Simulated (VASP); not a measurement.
Consider the following.

```
CELL_PARAMETERS angstrom
      0.00000     2.04500     2.04500
      2.04500     0.00000     2.04500
      2.04500     2.04500     0.00000
ATOMIC_POSITIONS crystal
  Ag 0.00000 0.00000 0.00000
```

These are optB88-vdW, VASP's PBE PAW potentials (set 64) (plane waves; VASP 6.6.1) values and carry that method's errors. Numerical set-up: 520 eV cut-off, 14×14×14 Γ-centred mesh, first-order Methfessel-Paxton smearing of 0.10 eV, potentials Ag.

Energy and stress use the plane-wave basis of the starting cell.

Question: The ions, cell shape and volume are relaxed. What does this cell relax into?

Answer: 
```
CELL_PARAMETERS angstrom
      0.00000     2.06400     2.06400
      2.06400     0.00000     2.06400
      2.06400     2.06400     0.00000
ATOMIC_POSITIONS crystal
  Ag 0.00000 0.00000 0.00000
```
Space group Fm-3m (225), at a tolerance of 0.03 Å.

Question: How do energy and volume change from the first to the last step?

Answer: The energy (σ→0) changes by -4.5 meV/atom and the volume by +2.8 %, in 4 ionic steps.

The compound is Ag in the fcc structure. This run relaxes it. Symmetry was kept, so distortions that lower it aren't found.
